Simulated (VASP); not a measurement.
The system is C.

```xyz
4
Lattice="2.4610 0.0000 0.0000 -1.2305 2.1313 0.0000 0.0000 0.0000 6.9763" Properties=species:S:1:pos:R:3 pbc="T T T"
C     0.0000    0.0000    1.7441
C     0.0000    1.4209    1.7441
C     0.0000    0.0000    5.2322
C     1.2305    0.7104    5.2322
```

The cell was built by a generator and needn't be a form met in nature.

Base run:

- Program: VASP 6.6.1
- Functional: vdW-DF2
- Potentials or basis: VASP PAW PBE potentials, release 64 (C)
- Cutoff: 520 eV
- k mesh: 16 × 16 × 4
- Occupations: fermi-dirac, width 0.05 eV
- Spin: no spin polarisation

Its results: band gap on the k mesh 0.65 eV, direct; pressure 5.0 GPa.

Task: After a change of settings the same cell gave: band gap on the k mesh 0.66 eV, direct; pressure 1.3 GPa. Which change was it?
A. functional from vdW-DF2 to optB88-vdW
B. functional from vdW-DF2 to r2SCAN
C. functional from vdW-DF2 to SCAN
D. functional from vdW-DF2 to LDA; potentials or basis from VASP PAW PBE potentials, release 64 (C) to VASP PAW LDA potentials, release 64 (C)

Result: A.

Caveats: the PAW data sets were made with another functional, which shifts forces and pressure a little.

Runs at the PBE level aren't shown here.
